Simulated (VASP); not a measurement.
Mg₂Sn (antifluorite): the lattice constant a from VASP (plane waves, PAW) at several levels of theory. Static lattice. The measured value holds thermal and zero-point effects that the static calculation lacks.

| level | lattice constant a (Å) | error against measurement |
|---|---|---|
| LDA | 6.651 | -1.7 % |
| PBE | 6.810 | +0.6 % |
| PBEsol | 6.741 | -0.4 % |
| RPBE | 6.875 | +1.6 % |
| AM05 | 6.751 | -0.2 % |
| PBE-D3(BJ) | 6.706 | -0.9 % |
| optB88-vdW | 6.772 | +0.1 % |

Measured: 6.766 Å (as given by Freccero, Grin, Wagner, Dalton Trans. (2023), ESI).

The cell of the LDA run:

```cif
data_Mg8Sn4
_chemical_formula_sum 'Mg8 Sn4'
_space_group_name_H-M_alt 'Fm-3m'
_space_group_IT_number 225
_space_group_name_Hall '-F 4 2 3'
_cell_length_a 6.65063
_cell_length_b 6.65063
_cell_length_c 6.65063
_cell_angle_alpha 90.000
_cell_angle_beta 90.000
_cell_angle_gamma 90.000
loop_
_atom_site_label
_atom_site_type_symbol
_atom_site_symmetry_multiplicity
_atom_site_Wyckoff_symbol
_atom_site_fract_x
_atom_site_fract_y
_atom_site_fract_z
_atom_site_occupancy
Mg1 Mg 8 c 0.25000 0.25000 0.25000 1
Sn1 Sn 4 a 0.00000 0.00000 0.00000 1
```
(The calculation used a cell of 3 atoms; values per cell refer to that cell.)

Only levels that ran to the end are used. Left out are those held back, those with too coarse a band path, GW runs whose mesh misses a band edge, hybrids' fits of cells that aren't cubic and levels without matching references; a question may draw on a part of the rest.

The compound is Mg2Sn in the antifluorite structure.
